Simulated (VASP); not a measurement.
The input files of a VASP run:

File KPOINTS:
```
Automatic
0
gamma
  9 9 9
0 0 0
```

### POSCAR
```
AgI
1
    0.0000000000     3.2500000000     3.2500000000
    3.2500000000     0.0000000000     3.2500000000
    3.2500000000     3.2500000000     0.0000000000
Ag I
1 1
Direct
  0.0000000000   0.0000000000   0.0000000000
  0.2500000000   0.2500000000   0.2500000000
```

INCAR:
```
SYSTEM = AgI
PREC = Accurate; ENCUT = 300; LREAL = .False.
LASPH = .True.
EDIFF = 1E-6; NELM = 100; ALGO = Normal
LMAXMIX = 4
ISMEAR = -1; SIGMA = 0.05
ISIF = 2
LWAVE = .False.; LCHARG = .False.
```

POTCAR, in this order: Ag I (LDA.64 set). Program: vasp_std.

Task: Write an equivalent input for Quantum ESPRESSO's pw.x.

Result: One equivalent input (not run):
```
&CONTROL
  calculation = 'scf'
  pseudo_dir = './pseudo'
  outdir = './out'
  tprnfor = .true.
  tstress = .true.
/
&SYSTEM
  ibrav = 0
  nat = 2
  ntyp = 2
  ecutwfc = 86
  occupations = 'smearing'
  smearing = 'fermi-dirac'
  degauss = 0.003675
  input_dft = 'pz'
/
&ELECTRONS
  conv_thr = 7.3e-08
  electron_maxstep = 100
/
ATOMIC_SPECIES
  Ag 107.868 Ag.upf
  I 126.904 I.upf
CELL_PARAMETERS angstrom
     0.0000000    3.2500000    3.2500000
     3.2500000    0.0000000    3.2500000
     3.2500000    3.2500000    0.0000000
ATOMIC_POSITIONS crystal
  Ag   0.0000000  0.0000000  0.0000000
  I    0.2500000  0.2500000  0.2500000
K_POINTS automatic
  9 9 9 0 0 0
```
The two are equivalent in intent, not identical: the potentials are each code's own (VASP's PAW set, PseudoDojo norm-conserving files in pw.x), so ENCUT and ecutwfc are chosen apart and not converted; conv_thr bounds pw.x's estimated SCF error, while EDIFF bounds the energy change between steps.

The structure is a typed AgI crystal (F-43m). The cell was not relaxed at this level. The run is one of a series of settings (GGA removed, POTCAR Ag I (LDA.64 set) against the base run), some of them coarse on purpose.
